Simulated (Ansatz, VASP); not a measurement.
## Al5Ga11As16 (Al0.3Ga0.7As, zinc blende alloy): VASP beside Ansatz

One calculation is typed for both programs; each brings its own data sets. How far apart do they land? The cell is invented: As first built, before any earlier steps moved the atoms (in the runner's words): 1x2x2 conventional cells of the GaAs type (32 atoms: 5 Al, 11 Ga, 16 As); Ga/Al share their sites, the best of 600 random draws by like-pair counts in two shells; start lattice by linear mixing of the end members' cells; atoms moved at random by 0.02 A. It may not be a known or stable phase. Of the first pair: The structure shown is the start of the Ansatz relaxation below; VASP solves that cell, so the two are compared at the walk's first step.

Main program and level: Ansatz 0.2.0; plane waves, with VASP 6.6.1 beside it; single point at r2SCAN.

## (1) Starting point

The cell holds 32 atoms: 5 Al, 11 Ga and 16 As. Cell: a = 5.663 Å, b = 11.329 Å, c = 11.331 Å, α = 90.0°, β = 90.0°, γ = 90.0°. It derives from GaAs (GaAs type, space group 216), repeated 1×2×2. As first built, before any earlier steps moved the atoms (in the runner's words): 1x2x2 conventional cells of the GaAs type (32 atoms: 5 Al, 11 Ga, 16 As); Ga/Al share their sites, the best of 600 random draws by like-pair counts in two shells; start lattice by linear mixing of the end members' cells; atoms moved at random by 0.02 A.

## (2) Ansatz: relaxation, r2SCAN

Ansatz runs on its default PAW (the set named soft_2) files.

The two programs are compared at the cell with which this relaxation starts, whose forces are those of its first step.

input.yaml

```yaml
crystal:
  lattice:
    - [5.66341, -0.0002, 0.00051]
    - [-0.00039, 11.32898, 0.00045]
    - [0.00102, 0.00045, 11.33131]
  atoms:
    - { symbol: Al, position: [0.00036, 6.0e-05, 0.00023] }
    - { symbol: Al, position: [0.00128, 0.24979, 0.75047] }
    - { symbol: Al, position: [0.50103, 0.24975, 0.50038] }
    - { symbol: Al, position: [0.50073, 0.50011, 0.25016] }
    - { symbol: Al, position: [0.00096, 0.5001, 0.50033] }
    - { symbol: Ga, position: [3.0e-05, 0.24946, 0.24995] }
    - { symbol: Ga, position: [0.49988, 0.99975, 0.25057] }
    - { symbol: Ga, position: [0.50008, 0.25026, 0.00049] }
    - { symbol: Ga, position: [0.00038, 0.9996, 0.50008] }
    - { symbol: Ga, position: [0.50066, 0.99948, 0.74996] }
    - { symbol: Ga, position: [0.99993, 0.49993, 0.00027] }
    - { symbol: Ga, position: [0.00072, 0.7502, 0.25023] }
    - { symbol: Ga, position: [0.50021, 0.74973, 0.00018] }
    - { symbol: Ga, position: [0.99969, 0.74981, 0.7502] }
    - { symbol: Ga, position: [0.50035, 0.50033, 0.7509] }
    - { symbol: Ga, position: [0.50035, 0.75029, 0.50047] }
    - { symbol: As, position: [0.25004, 0.12482, 0.37527] }
    - { symbol: As, position: [0.24979, 0.37497, 0.12522] }
    - { symbol: As, position: [0.74953, 0.12495, 0.12539] }
    - { symbol: As, position: [0.75106, 0.37485, 0.37516] }
    - { symbol: As, position: [0.25148, 0.12477, 0.87535] }
    - { symbol: As, position: [0.25103, 0.37517, 0.62547] }
    - { symbol: As, position: [0.75095, 0.12455, 0.62532] }
    - { symbol: As, position: [0.75028, 0.375, 0.87547] }
    - { symbol: As, position: [0.25052, 0.62534, 0.3753] }
    - { symbol: As, position: [0.25056, 0.87491, 0.12528] }
    - { symbol: As, position: [0.75079, 0.62516, 0.12506] }
    - { symbol: As, position: [0.75047, 0.87495, 0.3753] }
    - { symbol: As, position: [0.24974, 0.62492, 0.87538] }
    - { symbol: As, position: [0.24997, 0.87487, 0.62524] }
    - { symbol: As, position: [0.75001, 0.62495, 0.62535] }
    - { symbol: As, position: [0.7501, 0.87479, 0.87521] }
kpoints:
  mp_grid: { grid: [3, 2, 2], shift: [0.0, 0.5, 0.5] }
hamiltonian:
  xc: r2scan
scf:
  occupations: { method: fixed }
output:
  forces: true
  stress: true
relax:
  f_tol: 0.02
  max_steps: 45
  cell: { stress_tol: 0.1 }
```

Run with:

```sh
ansatz run input.yaml --threads 4 --pin off --max-ram 15360MiB --backend cpu --events-out ev --progress --plain --runs-dir out
```

Numbers of over 12 decimals in the logs are rounded to 6 here.

Output:

```text
The last accepted step is kept in <dir> (removed where the run ends without a failure and the disk answers)
Engine: ansatz 0.2.0, aarch64-unknown-linux-gnu
Pseudopotentials: kind: paw
Pseudopotential: Al, paw, valence charge 3, recommended cutoff 500 eV (meta_gga), Al.paw.azcp
Pseudopotential: Ga, paw, valence charge 13, recommended cutoff 500 eV (meta_gga), Ga.paw.azcp
Pseudopotential: As, paw, valence charge 15, recommended cutoff 500 eV (meta_gga), As.paw.azcp
Functional definition: r2SCAN
  parameter k0 = 0.174
  parameter k1 = 0.065
  parameter a1 = 4.9479
  exchange = r2scan_x(k0 = k0, k1 = k1, a1 = a1)
  correlation = r2scan_c
Crystal: 32 atoms, lattice volume = 727.024 Å³
Basis set: ecut = 500 eV, 18533 PW (Γ), exchange–correlation on 180×360×360 points (64 copies of the dense FFT grid, shifted against one another)
Bands: 239, of which v1, the nominal top of the filled ones, is band 199 counted from 1 (198 counted from 0)
Symmetry: 1 space group operations
Space group: P1 (ITA 1), of the structure as read, at distance tolerance 9.0e-5 Å
k-points: 6 of 12 (time reversal used)
Non-local potential: Al, projectors of the file, l = 0: 2, l = 1: 2, l = 2: 1
Non-local potential: Ga, projectors of the file, l = 0: 2, l = 1: 2, l = 2: 3, l = 3: 1
Non-local potential: As, projectors of the file, l = 0: 2, l = 1: 2, l = 2: 3, l = 3: 1
PAW form: soft (Blöchl's): semilocal exchange-correlation on the pseudo side does not see the compensation charge
PAW frozen core: Al, regenerated for the run's functional (the file was generated under x = pbe(κ = 0.804, μ = 0.219515), c = pbe(β = 0.066725))
PAW frozen core: Ga, regenerated for the run's functional (the file was generated under x = pbe(κ = 0.804, μ = 0.219515), c = pbe(β = 0.066725))
PAW frozen core: As, regenerated for the run's functional (the file was generated under x = pbe(κ = 0.804, μ = 0.219515), c = pbe(β = 0.066725))
PAW one-centre angular grid: Al, 302 points (default); XC on 160 Gauss nodes
PAW one-centre angular grid: Ga, 590 points (default); XC on 160 Gauss nodes
PAW one-centre angular grid: As, 590 points (default); XC on 160 Gauss nodes
Initial density: superposition of atomic densities (neutral atoms: chi_scale 0, normalization atom), corrected by the library's trained network
Initial wavefunctions: pseudopotential atomic-orbital guess
Functional: x = r2scan, c = r2scan; τ floored in thin density (d = 2e-4 eV/Å³)
SCF iter   1: F=—  HF=-122244.245757 eV  |F-HF|=—  |Δ(HF+E_count)|=         —  Δρ=6.83e-3  dr2=1.94e-1  dr2_τ=9.19e-2  ethr=1.77e-3  ⟨swp⟩=4.7  Hψ=4270  notcnv=0  defer=199
preconditioner: auto → Resta (q_TF=auto, 2.468 Å⁻¹)  ε∞=3.3  [insulator: Δε(μ)=1.880 eV  Ē_g=14.077 eV  n_scr=168 (ndim 8)  ℏωp=21.2 eV  f_vac=0.056  ε∞_Penn≈3.3]
SCF iter   2: F=—  HF=-122244.441691 eV  |F-HF|=—  |Δ(HF+E_count)|=   1.96e-1  Δρ=2.01e-3  dr2=2.94e-2  dr2_τ=5.07e-4  ethr=4.87e-5  ⟨swp⟩=3.0  Hψ=2816  notcnv=0  defer=228
SCF iter   3: F=—  HF=-122244.437713 eV  |F-HF|=—  |Δ(HF+E_count)|=   3.98e-3  Δρ=1.62e-3  dr2=1.28e-2  dr2_τ=8.42e-5  ethr=7.38e-6  ⟨swp⟩=2.0  Hψ=1970  notcnv=0  defer=228
SCF iter   4: F=—  HF=-122244.438423 eV  |F-HF|=—  |Δ(HF+E_count)|=   7.09e-4  Δρ=5.08e-4  dr2=2.15e-3  dr2_τ=1.74e-5  ethr=3.21e-6  ⟨swp⟩=3.0  Hψ=2450  notcnv=0  defer=228
SCF iter   5: F=—  HF=-122244.437791 eV  |F-HF|=—  |Δ(HF+E_count)|=   6.32e-4  Δρ=1.31e-4  dr2=1.33e-4  dr2_τ=2.28e-6  ethr=5.40e-7  ⟨swp⟩=2.0  Hψ=2450  notcnv=0  defer=228
SCF iter   6: F=—  HF=-122244.437835 eV  |F-HF|=—  |Δ(HF+E_count)|=   4.39e-5  Δρ=4.08e-5  dr2=1.77e-5  dr2_τ=1.93e-7  ethr=3.33e-8  ⟨swp⟩=2.0  Hψ=1532  notcnv=0  defer=190
SCF iter   7: F=—  HF=-122244.438184 eV  |F-HF|=—  |Δ(HF+E_count)|=   3.50e-4  Δρ=8.96e-6  dr2=1.10e-6  dr2_τ=7.29e-9  ethr=4.44e-9  ⟨swp⟩=2.0  Hψ=1628  notcnv=0  defer=190
SCF iter   8: F=—  HF=-122244.438185 eV  |F-HF|=—  |Δ(HF+E_count)|=   2.54e-7  Δρ=2.64e-6  dr2=1.51e-7  dr2_τ=1.02e-9  ethr=2.76e-10  ⟨swp⟩=2.0  Hψ=2438  notcnv=0  defer=190
SCF iter   9: F=-122244.438185 eV  HF=-122244.438185 eV  |F-HF|=2.66e-8  |Δ(HF+E_count)|=   4.41e-9  Δρ=1.26e-6  dr2=2.04e-8  dr2_τ=1.28e-10  ethr=2.51e-11  ⟨swp⟩=4.0  Hψ=4255  notcnv=0
SCF 1 converged in 9 iterations: F = -122244.438185 eV  dr2 = 2.04e-8
  greatest PAW one-centre occupation: 0.999 electrons in one spin orbital (limit 2), on the As atom at site 27 (counted from 0), in its partial waves of l = 2
relax step   1: F+E_penalty+E_count = -122244.43818452 eV  Δ(F+E_penalty+E_count) = +0.000e0 eV  max|allowed force component| = 4.368e-2 eV/Å  Δτ_max = 0.0000 Å  P = +0.254 GPa  Ω = 727.024 Å³  (9 SCF iters, dr2 threshold 1.00e-7 eV, accepted)
[...]
relax step   2: F+E_penalty+E_count = -122244.44049352 eV  Δ(F+E_penalty+E_count) = -2.309e-3 eV  max|allowed force component| = 5.311e-3 eV/Å  Δτ_max = 0.0053 Å  P = +0.004 GPa  Ω = 729.501 Å³  energy of the carried Pulay correction = -4.611e-4 eV  (6 SCF iters, dr2 threshold 1.77e-7 eV, accepted)
[...]
relax step   3: F+E_penalty+E_count = -122244.44093931 eV  Δ(F+E_penalty+E_count) = -4.458e-4 eV  max|allowed force component| = 5.304e-3 eV/Å  Δτ_max = 0.0000 Å  P = +0.005 GPa  Ω = 729.501 Å³  stress off target by 1.57e-2 GPa  SCF on the basis re-selected at this cell (its energy is not comparable with the rows above)  (4 SCF iters)
basis re-selected at this cell: Δ(F+E_penalty+E_count) = -4.458e-4 eV, ΔP = +0.000 GPa vs the last step (what re-selecting the basis moved, of the pressure what is left beyond the Pulay correction that the steps carried, after the strain that the cell walked since its last selection, with what the two solves' SCF thresholds leave and, on support functions, any second-order correction that the steps lacked; it is no m [...]
SCF converged after 4 iterations
Free energy (F): -122244.440939 eV
Harris-Foulkes:  -122244.440939 eV  (|F-HF|=8.18e-9)
Internal energy: -122244.440939 eV  (E = F + TS)
E sigma→0 (E₀):  -122244.440939 eV
Fermi energy:    7.226248 eV
--- Per-component energies (eV) ---
  E_band       = -5109.079587
  E_kinetic    = 3036.580147
  E_local      = -56765.021981  (includes V_loc(G=0)·N_el)
  E_nonlocal   = -5971.653458
  E_hartree    = 28912.775190
  E_xc         = -2057.635801
  E_vxc        = -2159.749305  (∫ρ·V_xc dr)
  E_paw        = -53979.870604  (= ΣΔE_a)
  E_vpaw       = -1185.068712  (= ΣTr[D̂ρ^β])
  E_aug_tail   = -0.000511  (compensation charges beyond the density's cutoff)
  E_vtau       = 110.283897  (kinetic-family band-sum trace: ∫τ·v_τ [+ j·A + Jᵃ·Aᵃ] dr)
  E_ewald      = -35388.811087
  E_core_change = -30.802833  (= ΣΔE_core)
  E_smearing   = -0.000000  (= −TS)
  E_closure    = 0.000000  (closes the sum)
  Σ components = -122244.440939   (vs F -122244.440939, Δ=0.00e0)
--- Forces (eV/Å), atoms counted from 1 ---
  atom   1  Al     0.00170842    -0.00264177     0.00168291
  atom   2  Al    -0.00135975    -0.00024222    -0.00020850
  atom   3  Al    -0.00152643    -0.00437137    -0.00097140
  atom   4  Al    -0.00095894    -0.00121310    -0.00101892
  atom   5  Al    -0.00086973     0.00190581     0.00163963
  atom   6  Ga     0.00082679    -0.00163260    -0.00129708
  atom   7  Ga     0.00102636     0.00087074     0.00014598
  atom   8  Ga    -0.00048253    -0.00208909     0.00107603
  atom   9  Ga    -0.00214106    -0.00354419     0.00035624
  atom  10  Ga    -0.00111405    -0.00074502     0.00128612
  atom  11  Ga    -0.00058542     0.00104270    -0.00183883
  atom  12  Ga    -0.00093983    -0.00132820     0.00093973
  atom  13  Ga     0.00214093    -0.00156962    -0.00037006
  atom  14  Ga    -0.00010686    -0.00066881    -0.00000945
  atom  15  Ga     0.00092558     0.00194800     0.00214447
  atom  16  Ga    -0.00097185     0.00100953     0.00171547
  atom  17  As     0.00425997     0.00195664    -0.00105454
  atom  18  As     0.00530410     0.00140115     0.00285344
  atom  19  As    -0.00363097    -0.00129277     0.00167878
  atom  20  As    -0.00369829     0.00113239    -0.00213867
  atom  21  As     0.00068372    -0.00176527     0.00005507
  atom  22  As    -0.00199885    -0.00190367     0.00148954
  atom  23  As     0.00200594     0.00230460     0.00052062
  atom  24  As     0.00174597     0.00138267    -0.00211359
  atom  25  As     0.00073723     0.00339147    -0.00175067
  atom  26  As    -0.00228980     0.00262948    -0.00305111
  atom  27  As    -0.00085775     0.00365794    -0.00207932
  atom  28  As     0.00153465     0.00075015     0.00000188
  atom  29  As    -0.00129288     0.00215184    -0.00127750
  atom  30  As     0.00178915    -0.00337985    -0.00053593
  atom  31  As     0.00128535     0.00294026     0.00123878
  atom  32  As    -0.00114781    -0.00209026     0.00089914
  max |Σ_I F_I| component: 8.23e-6 eV/Å
--- Stress (GPa, compression-positive) ---
        0.001393      -0.002465       0.008015
       -0.002465       0.002969       0.006334
        0.008015       0.006334       0.009154
  P = ⅓ Tr σ = 0.0045 GPa (0.045 kbar)
--- Relaxed structure (2 steps of the walk, 2 accepted, 1 SCFs on fresh bases) ---
  F+E_penalty+E_count = -122244.44093931 eV   max|allowed force component| = 5.304e-3 eV/Å   (the final SCF, on the basis selected at the relaxed cell)
  cell:  # Å, volume = 729.5011 Å³
    - [5.670521, 0.000162365, -0.000487539]
    - [0.000334897, 11.342036, -0.0010767]
    - [-0.000975628, -0.00107695, 11.342583]
  atoms:
    - { symbol: Al, position: [0.000900622, -3.8996635407324186e-5, 0.000313756] }
    - { symbol: Al, position: [0.00129178, 0.249881, 0.750309] }
    - { symbol: Al, position: [0.500840, 0.249858, 0.500287] }
    - { symbol: Al, position: [0.500766, 0.499982, 0.250245] }
    - { symbol: Al, position: [0.000841324, 0.500021, 0.500316] }
    - { symbol: Ga, position: [-5.985193610429581e-5, 0.249602, 0.249981] }
    - { symbol: Ga, position: [0.500021, 0.999894, 0.250486] }
    - { symbol: Ga, position: [0.500077, 0.250216, 0.000483934] }
    - { symbol: Ga, position: [0.000130816, 0.999706, 0.500092] }
    - { symbol: Ga, position: [0.500657, 0.999636, 0.750141] }
    - { symbol: Ga, position: [0.999993, 0.499939, 0.000177722] }
    - { symbol: Ga, position: [0.000955953, 0.750098, 0.250265] }
    - { symbol: Ga, position: [0.500712, 0.749784, 0.00022051] }
    - { symbol: Ga, position: [0.999679, 0.749860, 0.750231] }
    - { symbol: Ga, position: [0.500307, 0.500284, 0.750738] }
    - { symbol: Ga, position: [0.500140, 0.750242, 0.500476] }
    - { symbol: As, position: [0.250108, 0.124946, 0.375390] }
    - { symbol: As, position: [0.249976, 0.375065, 0.125331] }
    - { symbol: As, position: [0.750134, 0.124786, 0.125176] }
    - { symbol: As, position: [0.750616, 0.374955, 0.375356] }
    - { symbol: As, position: [0.250587, 0.124903, 0.875356] }
    - { symbol: As, position: [0.250583, 0.374999, 0.625246] }
    - { symbol: As, position: [0.750605, 0.124896, 0.625281] }
    - { symbol: As, position: [0.750450, 0.374829, 0.875273] }
    - { symbol: As, position: [0.250483, 0.624880, 0.375356] }
    - { symbol: As, position: [0.250559, 0.874914, 0.125271] }
    - { symbol: As, position: [0.750620, 0.624870, 0.125290] }
    - { symbol: As, position: [0.750324, 0.874882, 0.375290] }
    - { symbol: As, position: [0.250001, 0.624956, 0.875392] }
    - { symbol: As, position: [0.249931, 0.874983, 0.625295] }
    - { symbol: As, position: [0.750207, 0.624811, 0.625202] }
    - { symbol: As, position: [0.750523, 0.874977, 0.875371] }
```

(Continued in part 2 of 2.)

[Lines on the potential files, build, host, timing and source positions are cut from VASP's logs without a mark.]

[Logs are printed without paths, hosts, clocks, repeated set-up lines and the standing remarks that a program may print on its own settings, such as how far it seeks lower states.]

[Hosts, paths, dates, database ids (printed as entryN), source tags and the programs' standing remarks are cut or masked in the printed files.]
